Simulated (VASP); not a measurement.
Input:

```
CELL_PARAMETERS angstrom
      0.00000     3.16447     3.16447
      3.16447     0.00000     3.16447
      3.16447     3.16447     0.00000
ATOMIC_POSITIONS crystal
  Tl 0.00000 0.00000 0.00000
  Cl 0.50000 0.50000 0.50000
```

These are PBEsol GGA, VASP's PBE PAW potentials (set 64) (plane waves; VASP) values and carry that method's errors. Numerical set-up: 400 eV cut-off, 8×8×8 Γ-centred mesh, tetrahedra with Blöchl corrections, potentials Tl_d Cl.

Unless said otherwise, spin-orbit coupling is left out, though it shifts the bands of the heavy elements here.

**Question.** What does the run give for the energy per atom (σ→0), band gap (on the k-mesh) with the smallest direct gap where there is one?

**Answer.** 
```yaml
band gap (on the k-mesh): 2.09 eV
smallest direct gap (on the k-mesh): 2.09 eV
energy per atom (σ→0): -3.236 eV/atom
```

Only differences to runs with the same potentials and settings are physical.

The structure comes from a computed database's TlCl entry (Fm-3m); how it stands against other phases isn't given here. It was relaxed first, which changed the volume by -5 %.
